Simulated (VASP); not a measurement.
Consider the following.

```
Cd3ZnSe4
1.0
    5.96310     0.00000     0.00000
    0.00000     5.96310     0.00000
    0.00000     0.00000     5.96310
Zn Se Cd
1 4 3
Direct
  0.00000   0.00000   0.00000
  0.23766   0.23766   0.23766
  0.76234   0.76234   0.23766
  0.76234   0.23766   0.76234
  0.23766   0.76234   0.76234
  0.50000   0.50000   0.00000
  0.50000   0.00000   0.50000
  0.00000   0.50000   0.50000
```

Level of theory: PBEsol GGA, VASP's PBE PAW potentials (set 64) (plane waves; VASP 6.6.1). Numerical set-up: 400 eV cut-off, Gaussian smearing of 0.050 eV, potentials Zn Se Cd.

Give the energies of bands 27 to 40 at the high-symmetry points, in eV from the valence-band maximum.

| band | Γ | X | M | R |
|---|---|---|---|---|
| 27 | -4.11 | -2.77 | -3.68 | -4.60 |
| 28 | -2.04 | -2.65 | -3.68 | -4.60 |
| 29 | -2.04 | -2.45 | -2.33 | -0.95 |
| 30 | -2.04 | -2.41 | -2.33 | -0.95 |
| 31 | -1.89 | -2.41 | -2.20 | -0.95 |
| 32 | -1.89 | -2.31 | -1.99 | -0.73 |
| 33 | -1.89 | -1.20 | -0.91 | -0.73 |
| 34 | 0.00 | -1.20 | -0.91 | -0.73 |
| 35 | 0.00 | -0.94 | -0.88 | -0.60 |
| 36 | 0.00 | -0.94 | -0.53 | -0.60 |
| 37 | 0.63 | 3.27 | 3.43 | 2.18 |
| 38 | 2.99 | 3.41 | 3.87 | 2.36 |
| 39 | 2.99 | 4.05 | 3.94 | 2.36 |
| 40 | 2.99 | 4.10 | 3.94 | 2.36 |

The gap is direct, 0.63 eV, from the valence maximum at Γ to the conduction minimum at Γ.

The structure was generated: Cd3ZnSe4 was put into an ordered model structure (P-43m), which need not be its known phase. It was relaxed first.
